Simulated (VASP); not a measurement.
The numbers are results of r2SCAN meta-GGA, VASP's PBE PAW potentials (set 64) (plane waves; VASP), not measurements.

VASP input:

POSCAR:
```
Pb
1
   -1.9782634955     1.9782634955     1.9782634955
    1.9782634955    -1.9782634955     1.9782634955
    1.9782634955     1.9782634955    -1.9782634955
Pb
1
Direct
  0.0000000000   0.0000000000   0.0000000000
```

### INCAR
```
! general
SYSTEM   =  Pb
PREC     =  Accurate
ENCUT    =  400
LREAL    =  .FALSE.
LASPH    =  .TRUE.   ! aspherical one-centre terms

! electronic loop
EDIFF    =  1E-7
NELM     =  100   ! most electronic steps
ALGO     =  Normal
LMAXMIX  =  4   ! l cut-off of mixed one-centre charges
LMIXTAU  =  .TRUE.

! smearing
ISMEAR   =  -5

! functional
METAGGA  =  R2SCAN

! ions
ISIF     =  2   ! forces and stress, cell fixed

! output
LWAVE    =  .FALSE.
LCHARG   =  .FALSE.
LORBIT   =  11   ! lm-projected
NEDOS    =  601
```

File KPOINTS:
```
K-points
0
G
15 15 15
0 0 0
```

**KPOINTS_OPT**
```
k-points along high-symmetry lines
10
Line-mode
Reciprocal
  0.000000   0.000000   0.000000 ! GAMMA
  0.500000  -0.500000   0.500000 ! H

  0.500000  -0.500000   0.500000 ! H
  0.000000   0.000000   0.500000 ! N

  0.000000   0.000000   0.500000 ! N
  0.000000   0.000000   0.000000 ! GAMMA

  0.000000   0.000000   0.000000 ! GAMMA
  0.250000   0.250000   0.250000 ! P

  0.250000   0.250000   0.250000 ! P
  0.500000  -0.500000   0.500000 ! H

  0.250000   0.250000   0.250000 ! P
  0.000000   0.000000   0.500000 ! N
```

POTCAR, in this order: Pb_d (PBE.64 set). Program: vasp_std.

Output

File OUTCAR:
```
 ion  position               nearest neighbor table
   1  0.000  0.000  0.000-
  LATTYP: Found a body centered cubic cell.
 ALAT       =     3.9565269910
 Subroutine PRICEL returns:
 Original cell was already a primitive cell.
 Subroutine GETGRP returns: Found 48 space group operations
The static configuration has the point symmetry O_h .
The dynamic configuration has the point symmetry O_h .
 Subroutine INISYM returns: Found 48 space group operations
 Subroutine IBZKPT returns following result:
 Found    120 irreducible k-points:

 Following reciprocal coordinates:
            Coordinates               Weight
  0.000000  0.000000  0.000000      1.000000
  0.066667  0.000000  0.000000     12.000000
  0.133333  0.000000  0.000000     12.000000
  0.200000  0.000000  0.000000     12.000000
  0.266667  0.000000  0.000000     12.000000
  0.333333  0.000000  0.000000     12.000000
  0.400000  0.000000  0.000000     12.000000
  0.466667  0.000000  0.000000     12.000000
  0.066667  0.066667  0.000000     24.000000
  0.133333  0.066667  0.000000     48.000000
...
```

File OSZICAR:
```
       N       E                     dE             d eps       ncg     rms          rms(c)
DAV:   1     0.432706800132E+02    0.43271E+02   -0.64965E+03  2668   0.125E+03
DAV:   2    -0.551196280088E+02   -0.98390E+02   -0.96678E+02  2697   0.312E+02
DAV:   3    -0.595951997162E+02   -0.44756E+01   -0.44464E+01  3135   0.789E+01
DAV:   4    -0.597008465723E+02   -0.10565E+00   -0.10561E+00  3259   0.135E+01
DAV:   5    -0.597056025386E+02   -0.47560E-02   -0.47566E-02  3501   0.241E+00    0.104E+00
DAV:   6    -0.560628058958E+02    0.36428E+01   -0.15660E+00  3066   0.299E+01    0.721E-01
DAV:   7    -0.562249117011E+02   -0.16211E+00   -0.90490E-02  2976   0.557E+00    0.367E-01
DAV:   8    -0.562013832533E+02    0.23528E-01   -0.93350E-02  2649   0.269E+00    0.119E-01
DAV:   9    -0.562298187843E+02   -0.28436E-01   -0.14023E-02  2844   0.204E+00    0.149E-01
DAV:  10    -0.562372446599E+02   -0.74259E-02   -0.45094E-03  2793   0.700E-01    0.879E-02
DAV:  11    -0.562372401295E+02    0.45305E-05   -0.57971E-03  2747   0.110E+00    0.168E-02
DAV:  12    -0.562382350398E+02   -0.99491E-03   -0.11452E-03  2712   0.277E-01    0.133E-02
DAV:  13    -0.562380652025E+02    0.16984E-03   -0.35702E-04  2799   0.163E-01    0.941E-03
DAV:  14    -0.562382785743E+02   -0.21337E-03   -0.14194E-04  2766   0.127E-01    0.329E-03
DAV:  15    -0.562382911825E+02   -0.12608E-04   -0.27196E-05  3039   0.586E-02    0.239E-03
DAV:  16    -0.562382923786E+02   -0.11961E-05   -0.12873E-06  2934   0.791E-03    0.169E-03
DAV:  17    -0.562382912726E+02    0.11061E-05   -0.14193E-06  2763   0.108E-02    0.965E-04
DAV:  18    -0.562382907281E+02    0.54444E-06   -0.56538E-07  2745   0.875E-03    0.335E-04
DAV:  19    -0.562382904930E+02    0.23507E-06   -0.27284E-08  1605   0.191E-03    0.281E-04
DAV:  20    -0.562382904681E+02    0.24905E-07   -0.36671E-08  1553   0.266E-03
   1 F= -.56238290E+02 E0= -.56238290E+02  d E =0.000000E+00
       N       E                     dE             ncg
```

OUTCAR:
```
------------------------ aborting loop because EDIFF is reached ----------------------------------------
  FORCE on cell =-STRESS in cart. coord.  units (eV):
  Direction    XX          YY          ZZ          XY          YZ          ZX
  --------------------------------------------------------------------------------------
  Total        0.0393596      0.0393596      0.0393596     -0.0000000     -0.0000000     -0.0000000
  in kB        2.0363307      2.0363307      2.0363307     -0.0000000     -0.0000000     -0.0000000
  external PRESSURE =       2.0363307 kB  Pullay stress =       0.0000000 kB
  volume of cell :       30.97
      direct lattice vectors                 reciprocal lattice vectors
    -1.978263496  1.978263496  1.978263496     0.000000000  0.252746917  0.252746917
     1.978263496 -1.978263496  1.978263496     0.252746917  0.000000000  0.252746917
     1.978263496  1.978263496 -1.978263496     0.252746917  0.252746917  0.000000000
 POSITION                                       TOTAL-FORCE (eV/Angst)
 -----------------------------------------------------------------------------------
      0.00000      0.00000      0.00000         0.000000     -0.000000     -0.000000
 -----------------------------------------------------------------------------------
    total drift:                                0.000000      0.000000     -0.000000
  FREE ENERGIE OF THE ION-ELECTRON SYSTEM (eV)
  ---------------------------------------------------
  free  energy   TOTEN  =       -56.2382904681 eV

  energy  without entropy=      -56.2382904681  energy(sigma->0) =      -56.23829047

 total charge

# of ion       s       p       d       tot
------------------------------------------
    1        1.384   0.763   9.795  11.941
```
(Selected blocks of OUTCAR.)

For a metal the tetrahedron method with Blöchl corrections gives inexact stress and forces.

The structure was generated: Pb was put into the bcc type (Im-3m), which need not be its known phase. It was relaxed first.
